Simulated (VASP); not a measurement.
Level of theory: TPSS meta-GGA, VASP's PBE PAW potentials (set 64) (plane waves; VASP 6.6.1).

The input files of a VASP run:

### KPOINTS
```
kpoints
0
G
4 4 6
```

**INCAR**
```
ALGO=Normal
EDIFF=1E-6
EDIFFG=-0.02
ENCUT=520
IBRION=2
ISIF=3
ISMEAR=0
LASPH=T
LCHARG=F
LMAXMIX=4
LMIXTAU=T
LREAL=F
LWAVE=F
METAGGA=TPSS
NELM=100
NSW=60
PREC=Accurate
SIGMA=0.05
SYSTEM=PbO2
```

File POSCAR:
```
PbO2
1
    5.0412276262    -0.0000000000     0.0000000000
    0.0000000000     5.0412276262     0.0000000000
    0.0000000000     0.0000000000     3.4518151020
Pb O
2 4
Direct
  0.0000000000   0.0000000000   1.0000000000
  0.5000000000   0.5000000000   0.5000000000
  0.3076693546   0.3076693546   1.0000000000
  0.8076693546   0.1923306454   0.5000000000
  0.1923306454   0.8076693546   0.5000000000
  0.6923306454   0.6923306454   0.0000000000
```

POTCAR, in this order: Pb_d O (PBE.64 set). Program: vasp_std.

What VASP printed:

**OSZICAR**
```
       N       E                     dE             d eps       ncg     rms          rms(c)
DAV:   1     0.714602377637E+03    0.71460E+03   -0.26624E+04  1488   0.206E+03
DAV:   2     0.108580988237E+03   -0.60602E+03   -0.59072E+03  1579   0.588E+02
DAV:   3     0.110255851331E+02   -0.97555E+02   -0.95412E+02  1908   0.259E+02
DAV:   4     0.627706261596E+01   -0.47485E+01   -0.47154E+01  1839   0.610E+01
DAV:   5     0.613342328394E+01   -0.14364E+00   -0.14359E+00  2110   0.112E+01    0.142E+01
DAV:   6    -0.463187913172E+02   -0.52452E+02   -0.27088E+02  1600   0.140E+02    0.174E+01
DAV:   7    -0.430049453372E+02    0.33138E+01   -0.51815E+00  2089   0.272E+01    0.134E+01
DAV:   8    -0.412212446628E+02    0.17837E+01   -0.53033E+01  2242   0.660E+01    0.101E+01
DAV:   9    -0.396610087357E+02    0.15602E+01   -0.86900E+00  2266   0.330E+01    0.297E+00
DAV:  10    -0.396954348758E+02   -0.34426E-01   -0.83506E-01  1723   0.665E+00    0.161E+00
DAV:  11    -0.396853453549E+02    0.10090E-01   -0.23129E-01  2452   0.597E+00    0.185E-01
DAV:  12    -0.396818321158E+02    0.35132E-02   -0.48613E-02  2064   0.235E+00    0.259E-01
DAV:  13    -0.397100803377E+02   -0.28248E-01   -0.12887E-02  1946   0.128E+00    0.776E-02
DAV:  14    -0.397110523705E+02   -0.97203E-03   -0.31144E-03  1793   0.416E-01    0.140E-01
DAV:  15    -0.397118338789E+02   -0.78151E-03   -0.15478E-03  1939   0.311E-01    0.421E-02
DAV:  16    -0.397120324144E+02   -0.19854E-03   -0.58994E-04  2146   0.223E-01    0.138E-02
DAV:  17    -0.397120562032E+02   -0.23789E-04   -0.29076E-05  2213   0.584E-02    0.708E-03
DAV:  18    -0.397120608093E+02   -0.46061E-05   -0.76406E-06  2140   0.272E-02    0.110E-03
DAV:  19    -0.397120621573E+02   -0.13480E-05   -0.16106E-06  1165   0.136E-02    0.800E-04
DAV:  20    -0.397120637180E+02   -0.15607E-05   -0.27472E-07   961   0.640E-03    0.433E-04
DAV:  21    -0.397120640314E+02   -0.31344E-06   -0.79162E-08   912   0.296E-03
   1 F= -.39712064E+02 E0= -.39712036E+02  d E =-.397121E+02
       N       E                     dE             d eps       ncg     rms          rms(c)
DAV:   1    -0.397142774943E+02   -0.22138E-02   -0.10313E-01  1862   0.425E+00    0.293E-01
DAV:   2    -0.397125611272E+02    0.17164E-02   -0.61933E-03  2182   0.891E-01    0.103E-01
DAV:   3    -0.397122552546E+02    0.30587E-03   -0.97742E-04  1952   0.650E-01    0.273E-02
DAV:   4    -0.397122285977E+02    0.26657E-04   -0.17115E-04  2309   0.161E-01    0.967E-03
DAV:   5    -0.397121798671E+02    0.48731E-04   -0.95175E-05  1952   0.823E-02    0.987E-03
DAV:   6    -0.397122388270E+02   -0.58960E-04   -0.13621E-05  1696   0.325E-02    0.456E-03
DAV:   7    -0.397122468093E+02   -0.79823E-05   -0.73451E-06  1657   0.228E-02    0.177E-03
DAV:   8    -0.397122468736E+02   -0.64283E-07   -0.77486E-07   842   0.101E-02
   2 F= -.39712247E+02 E0= -.39712218E+02  d E =-.182842E-03
       N       E                     dE             d eps       ncg     rms          rms(c)
DAV:   1    -0.397122480361E+02   -0.12268E-05   -0.41109E-05  1862   0.834E-02    0.625E-03
DAV:   2    -0.397122469630E+02    0.10731E-05   -0.23671E-06   793   0.182E-02    0.219E-03
DAV:   3    -0.397122469636E+02   -0.63574E-09   -0.82838E-07   793   0.989E-03
   3 F= -.39712247E+02 E0= -.39712218E+02  d E =-.182932E-03
       N       E                     dE             d eps       ncg     rms          rms(c)
DAV:   1    -0.397124938650E+02   -0.24690E-03   -0.38004E-02  1599   0.156E+00    0.104E-01
DAV:   2    -0.397123812744E+02    0.11259E-03   -0.16632E-03  1819   0.394E-01    0.605E-02
DAV:   3    -0.397122744876E+02    0.10679E-03   -0.27663E-04  1983   0.181E-01    0.133E-02
DAV:   4    -0.397122974924E+02   -0.23005E-04   -0.60491E-05  1900   0.708E-02    0.430E-03
DAV:   5    -0.397122977523E+02   -0.25997E-06   -0.15951E-05  1621   0.394E-02    0.299E-03
DAV:   6    -0.397123093138E+02   -0.11561E-04   -0.61853E-06  1473   0.222E-02    0.837E-04
DAV:   7    -0.397123101817E+02   -0.86790E-06   -0.74169E-07   884   0.794E-03
   4 F= -.39712310E+02 E0= -.39712281E+02  d E =-.632181E-04
```

File OUTCAR:
```
------------------------ aborting loop because EDIFF is reached ----------------------------------------
  FORCE on cell =-STRESS in cart. coord.  units (eV):
  Direction    XX          YY          ZZ          XY          YZ          ZX
  --------------------------------------------------------------------------------------
  Total        0.0160643      0.0160643     -0.0068453     -0.0000000      0.0000000      0.0000000
  in kB        0.2928487      0.2928487     -0.1247884     -0.0000000      0.0000000      0.0000000
  external PRESSURE =       0.1536363 kB  Pullay stress =       0.0000000 kB
  volume of cell :       87.89
      direct lattice vectors                 reciprocal lattice vectors
     5.048414657  0.000000000  0.000000000     0.198081986 -0.000000000  0.000000000
     0.000000000  5.048414657  0.000000000    -0.000000000  0.198081986  0.000000000
     0.000000000  0.000000000  3.448414301     0.000000000  0.000000000  0.289988358
 POSITION                                       TOTAL-FORCE (eV/Angst)
 -----------------------------------------------------------------------------------
      0.00000      5.04841      0.00000        -0.000000      0.000000      0.000000
      2.52421      2.52421      1.72421         0.000000      0.000000      0.000000
      1.55437      1.55437      3.44841        -0.004405     -0.004405      0.000000
      4.07858      0.96984      1.72421        -0.004405      0.004405     -0.000000
      0.96984      4.07858      1.72421         0.004405     -0.004405      0.000000
      3.49405      3.49405      0.00000         0.004405      0.004405     -0.000000
 -----------------------------------------------------------------------------------
    total drift:                                0.000000      0.000000     -0.000000
  FREE ENERGIE OF THE ION-ELECTRON SYSTEM (eV)
  ---------------------------------------------------
  free  energy   TOTEN  =       -39.7123101817 eV

  energy  without entropy=      -39.7122526749  energy(sigma->0) =      -39.71228143

 reached required accuracy - stopping structural energy minimisation
```
(Selected blocks of OUTCAR.)

File CONTCAR:
```
PbO2
   1.00000000000000
     5.0484146574997668    0.0000000000000000    0.0000000000000000
     0.0000000000000000    5.0484146574997668    0.0000000000000000
     0.0000000000000000    0.0000000000000000    3.4484143007948553
  Pb              O
     2     4
Direct
     0.0000000000000000    1.0000000000000000    0.0000000000000000
     0.5000000000000000    0.5000000000000000    0.5000000000000000
     0.3078923443092338    0.3078923443092338    1.0000000000000000
     0.8078923443092338    0.1921076556907662    0.5000000000000000
     0.1921076556907662    0.8078923443092338    0.5000000000000000
     0.6921076556907662    0.6921076556907662    0.0000000000000000
```

The compound is PbO2 in the rutile structure. This run relaxes it. Symmetry was kept, so distortions that lower it aren't found. The start is the result of an earlier pass.
